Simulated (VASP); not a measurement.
Method: PBEsol GGA, VASP's PBE PAW potentials (set 64) (plane waves; VASP).

The input files of a VASP run:

### KPOINTS
```
Regular mesh
0
Gamma
5 5 4
0 0 0
```

### POSCAR
```
BaAlGeH
1
    4.3496594571    -0.0000000000     0.0000000000
   -2.1748297286     3.7669151505    -0.0000000000
   -0.0000000000     0.0000000000     5.0570639202
Ba Al Ge H
1 1 1 1
Direct
  0.3333330000   0.6666670000   0.1002225246
  1.0000000000   0.0000000000   0.6340944750
  0.6666670000   0.3333330000   0.5547750299
  1.0000000000   0.0000000000   0.9769079705
```

### INCAR
```
# general
SYSTEM =BaAlGeH
PREC   =Accurate
ENCUT  =400
LREAL  =.FALSE.
LASPH  =.TRUE.

# electronic loop
EDIFF  =1E-6
NELM   =100
ALGO   =Normal
LMAXMIX=4

# smearing
ISMEAR =0
SIGMA  =0.05

# functional
GGA    =PS

# ions
IBRION =2
NSW    =60
ISIF   =3
EDIFFG =-0.02

# output
LWAVE  =.FALSE.
LCHARG =.FALSE.
```

POTCAR, in this order: Ba_sv Al Ge_d H (PBE.64 set). Program: vasp_std.

The resulting files:

**OSZICAR**
```
       N       E                     dE             d eps       ncg     rms          rms(c)
DAV:   1     0.193384077277E+03    0.19338E+03   -0.11402E+04   650   0.215E+03
DAV:   2     0.620369012910E+01   -0.18718E+03   -0.18209E+03   678   0.480E+02
DAV:   3    -0.158227580732E+02   -0.22026E+02   -0.21715E+02   718   0.127E+02
DAV:   4    -0.171329373277E+02   -0.13102E+01   -0.13079E+01   974   0.272E+01
DAV:   5    -0.171521927082E+02   -0.19255E-01   -0.19252E-01   764   0.297E+00    0.599E+00
DAV:   6    -0.167314243984E+02    0.42077E+00   -0.49231E-01   814   0.380E+00    0.338E+00
DAV:   7    -0.166148549010E+02    0.11657E+00   -0.62398E-01   676   0.445E+00    0.690E-01
DAV:   8    -0.166155194141E+02   -0.66451E-03   -0.71368E-02   674   0.134E+00    0.174E-01
DAV:   9    -0.166150180894E+02    0.50132E-03   -0.45047E-03   824   0.377E-01    0.668E-02
DAV:  10    -0.166150686280E+02   -0.50539E-04   -0.40982E-04   796   0.131E-01    0.244E-02
DAV:  11    -0.166150747953E+02   -0.61673E-05   -0.17375E-05   822   0.264E-02    0.794E-03
DAV:  12    -0.166150747045E+02    0.90839E-07   -0.40126E-06   628   0.127E-02
   1 F= -.16615075E+02 E0= -.16615075E+02  d E =-.166151E+02
       N       E                     dE             d eps       ncg     rms          rms(c)
DAV:   1    -0.166172661600E+02   -0.21914E-02   -0.69291E-02   650   0.233E+00    0.235E-01
DAV:   2    -0.166162509068E+02    0.10153E-02   -0.25138E-03   838   0.570E-01    0.137E-01
DAV:   3    -0.166157417458E+02    0.50916E-03   -0.10093E-03   830   0.327E-01    0.219E-02
DAV:   4    -0.166157426515E+02   -0.90574E-06   -0.92071E-05   754   0.845E-02    0.138E-02
DAV:   5    -0.166157427526E+02   -0.10104E-06   -0.61546E-06   938   0.237E-02
   2 F= -.16615743E+02 E0= -.16615743E+02  d E =-.668048E-03
       N       E                     dE             d eps       ncg     rms          rms(c)
DAV:   1    -0.166166315252E+02   -0.88887E-03   -0.33151E-02   648   0.162E+00    0.162E-01
DAV:   2    -0.166161462362E+02    0.48529E-03   -0.12028E-03   834   0.396E-01    0.945E-02
DAV:   3    -0.166159037872E+02    0.24245E-03   -0.48371E-04   830   0.228E-01    0.152E-02
DAV:   4    -0.166159045440E+02   -0.75683E-06   -0.44635E-05   758   0.588E-02    0.964E-03
DAV:   5    -0.166159048079E+02   -0.26391E-06   -0.29140E-06   750   0.166E-02
   3 F= -.16615905E+02 E0= -.16615905E+02  d E =-.830103E-03
       N       E                     dE             d eps       ncg     rms          rms(c)
DAV:   1    -0.166178719720E+02   -0.19674E-02   -0.61057E-02   650   0.269E+00    0.241E-01
DAV:   2    -0.166166346071E+02    0.12374E-02   -0.40089E-03   830   0.766E-01    0.123E-01
DAV:   3    -0.166161888528E+02    0.44575E-03   -0.98208E-04   916   0.336E-01    0.305E-02
DAV:   4    -0.166161720992E+02    0.16754E-04   -0.61746E-05   828   0.761E-02    0.177E-02
DAV:   5    -0.166161666676E+02    0.54316E-05   -0.60833E-06   822   0.257E-02    0.607E-03
DAV:   6    -0.166161656658E+02    0.10019E-05   -0.93845E-07   392   0.109E-02    0.105E-03
DAV:   7    -0.166161656856E+02   -0.19821E-07   -0.12810E-07   340   0.451E-03
   4 F= -.16616166E+02 E0= -.16616166E+02  d E =-.260878E-03
       N       E                     dE             d eps       ncg     rms          rms(c)
DAV:   1    -0.166166405331E+02   -0.47487E-03   -0.16506E-02   650   0.139E+00    0.125E-01
DAV:   2    -0.166163065284E+02    0.33400E-03   -0.10822E-03   838   0.398E-01    0.640E-02
DAV:   3    -0.166161857495E+02    0.12078E-03   -0.26597E-04   916   0.175E-01    0.159E-02
DAV:   4    -0.166161806629E+02    0.50866E-05   -0.16719E-05   822   0.395E-02    0.925E-03
DAV:   5    -0.166161786115E+02    0.20514E-05   -0.14570E-06   554   0.134E-02    0.306E-03
DAV:   6    -0.166161781374E+02    0.47409E-06   -0.39232E-07   346   0.624E-03
   5 F= -.16616178E+02 E0= -.16616178E+02  d E =-.273329E-03
       N       E                     dE             d eps       ncg     rms          rms(c)
DAV:   1    -0.166162191175E+02   -0.40506E-04   -0.12924E-03   650   0.390E-01    0.351E-02
DAV:   2    -0.166161920686E+02    0.27049E-04   -0.84760E-05   854   0.111E-01    0.179E-02
DAV:   3    -0.166161827108E+02    0.93578E-05   -0.20766E-05   920   0.489E-02    0.446E-03
DAV:   4    -0.166161827159E+02   -0.51205E-08   -0.10775E-06   378   0.110E-02
   6 F= -.16616183E+02 E0= -.16616183E+02  d E =-.277908E-03
       N       E                     dE             d eps       ncg     rms          rms(c)
DAV:   1    -0.166161909272E+02   -0.82164E-05   -0.32966E-04   650   0.196E-01    0.180E-02
DAV:   2    -0.166161843777E+02    0.65495E-05   -0.22324E-05   850   0.572E-02    0.914E-03
DAV:   3    -0.166161819055E+02    0.24722E-05   -0.54012E-06   660   0.252E-02    0.213E-03
DAV:   4    -0.166161816621E+02    0.24343E-06   -0.36566E-07   330   0.635E-03
   7 F= -.16616182E+02 E0= -.16616182E+02  d E =-.276854E-03
       N       E                     dE             d eps       ncg     rms          rms(c)
DAV:   1    -0.166161858752E+02   -0.39697E-05   -0.11439E-04   648   0.116E-01    0.106E-02
DAV:   2    -0.166161832753E+02    0.25999E-05   -0.77358E-06   778   0.337E-02    0.537E-03
DAV:   3    -0.166161824032E+02    0.87219E-06   -0.16241E-06   320   0.148E-02
   8 F= -.16616182E+02 E0= -.16616182E+02  d E =-.277595E-03
       N       E                     dE             d eps       ncg     rms          rms(c)
DAV:   1    -0.166162445965E+02   -0.61321E-04   -0.28151E-03   632   0.405E-01    0.286E-02
DAV:   2    -0.166162324916E+02    0.12105E-04   -0.10401E-04   806   0.959E-02    0.161E-02
DAV:   3    -0.166162250581E+02    0.74335E-05   -0.20665E-05   922   0.434E-02    0.371E-03
DAV:   4    -0.166162250765E+02   -0.18405E-07   -0.15427E-06   480   0.112E-02
   9 F= -.16616225E+02 E0= -.16616225E+02  d E =-.426734E-04
```

OUTCAR:
```
------------------------ aborting loop because EDIFF is reached ----------------------------------------
  FORCE on cell =-STRESS in cart. coord.  units (eV):
  Direction    XX          YY          ZZ          XY          YZ          ZX
  --------------------------------------------------------------------------------------
  Total       -0.0017229     -0.0017229      0.0023266      0.0000000      0.0000000      0.0000000
  in kB       -0.0332803     -0.0332803      0.0449402      0.0000000      0.0000000      0.0000000
  external PRESSURE =      -0.0072068 kB  Pullay stress =       0.0000000 kB
  volume of cell :       82.95
      direct lattice vectors                 reciprocal lattice vectors
     4.340541566  0.000000000  0.000000000     0.230385998  0.133013433  0.000000000
    -2.170270783  3.759018828 -0.000000000    -0.000000000  0.266026867  0.000000000
     0.000000000 -0.000000000  5.083665123    -0.000000000  0.000000000  0.196708472
 POSITION                                       TOTAL-FORCE (eV/Angst)
 -----------------------------------------------------------------------------------
     -0.00000      2.50601      0.49856        -0.000000      0.000000     -0.003151
     -2.17027      3.75902      3.22826         0.000000      0.000000      0.003980
      2.17027      1.25301      2.82366         0.000000     -0.000000     -0.000472
     -2.17027      3.75902      4.96910         0.000000      0.000000     -0.000357
 -----------------------------------------------------------------------------------
    total drift:                               -0.000189      0.000104     -0.000801
  FREE ENERGIE OF THE ION-ELECTRON SYSTEM (eV)
  ---------------------------------------------------
  free  energy   TOTEN  =       -16.6162250765 eV

  energy  without entropy=      -16.6162250765  energy(sigma->0) =      -16.61622508

 reached required accuracy - stopping structural energy minimisation
```
(Selected blocks of OUTCAR.)

File CONTCAR:
```
BaAlGeH
   1.00000000000000
     4.3405415657124200    0.0000000000001216    0.0000000000000000
    -2.1702707829060004    3.7590188276874050   -0.0000000000000000
     0.0000000000000000   -0.0000000000000000    5.0836651226786085
  Ba              Al              Ge              H
     1     1     1     1
Direct
     0.3333330000000032    0.6666669999999968    0.0980703717340164
     0.0000000000000000    1.0000000000000000    0.6350267792155685
     0.6666669999999968    0.3333330000000032    0.5554382259983012
     0.0000000000000000    1.0000000000000000    0.9774646230521122
```

### OUTCAR
```
 val. band max:        3.7589417533   @ k =   0.0000   0.0000   0.5000

 cond. band min:       4.4778245640   @ k =   0.4000   0.0000   0.2500


 Fermi energy:         4.0060527926

 k-point     1 :       0.0000    0.0000    0.0000
  band No.  band energies     occupation
      1     -23.4591      2.00000
      2     -19.5985      2.00000
      3     -19.5985      2.00000
      4     -19.5594      2.00000
      5     -19.5594      2.00000
      6     -19.5577      2.00000
      7      -8.8749      2.00000
      8      -8.4816      2.00000
      9      -8.4816      2.00000
     10      -5.6490      2.00000
     11      -0.4862      2.00000
     12       2.9951      2.00000
     13       3.1425      2.00000
     14       3.1425      2.00000
     15       4.7703      0.00000
     16       7.0212      0.00000
     17       7.0212      0.00000
     18       8.0918      0.00000

 k-point     2 :       0.2000    0.0000    0.0000
  band No.  band energies     occupation
      1     -23.4420      2.00000
      2     -19.5985      2.00000
      3     -19.5974      2.00000
      4     -19.5599      2.00000
      5     -19.5595      2.00000
      6     -19.5570      2.00000
      7      -8.8332      2.00000
      8      -8.7760      2.00000
      9      -8.5303      2.00000
     10      -5.1655      2.00000
     11      -0.8233      2.00000
     12       1.8161      2.00000
     13       2.9275      2.00000
     14       3.0562      2.00000
     15       5.3896      0.00000
     16       6.6871      0.00000
     17       7.1172      0.00000
     18       7.2513      0.00000

 k-point     3 :       0.4000    0.0000    0.0000
  band No.  band energies     occupation
      1     -23.4139      2.00000
      2     -19.5986      2.00000
      3     -19.5956      2.00000
      4     -19.5607      2.00000
      5     -19.5596      2.00000
      6     -19.5560      2.00000
      7      -9.1880      2.00000
      8      -8.7365      2.00000
      9      -8.6070      2.00000
...
```

Unless said otherwise, spin-orbit coupling is left out, though it shifts the bands of the heavy elements here.

The structure comes from a computed database's BaAlGeH entry (P3m1); how it stands against other phases isn't given here. This run relaxes it. Symmetry was kept, so distortions that lower it aren't found. The start is the result of an earlier pass.
